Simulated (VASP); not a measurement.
Consider the following.

```
CELL_PARAMETERS angstrom
      3.91626     0.00000     0.00000
      0.00000     3.91626     0.00000
      0.00000     0.00000     3.91626
ATOMIC_POSITIONS crystal
  Ti 0.00000 0.00000 0.00000
  Pt 0.00000 0.50000 0.50000
  Pt 0.50000 0.00000 0.50000
  Pt 0.50000 0.50000 0.00000
```

Level of theory: r2SCAN+rVV10, VASP's PBE PAW potentials (set 64) (plane waves; VASP). Numerical set-up: 520 eV cut-off, 9×9×9 Γ-centred mesh, tetrahedra with Blöchl corrections, potentials Ti_sv Pt.

Unless said otherwise, spin-orbit coupling is left out, though it shifts the bands of the heavy elements here.

### Question
Estimate the energy per atom (σ→0), band gap (over mesh and band path) with the smallest direct gap where there is one.

### Answer

| Quantity | Value |
|---|---|
| band gap (over mesh and band path) | none (metal, semimetal or under 0.01 eV) |
| energy per atom (σ→0) | -42.606 eV/atom |

Only differences to runs with the same potentials and settings are physical.

The compound is Pt3Ti in the L1_2 structure. It was relaxed first.
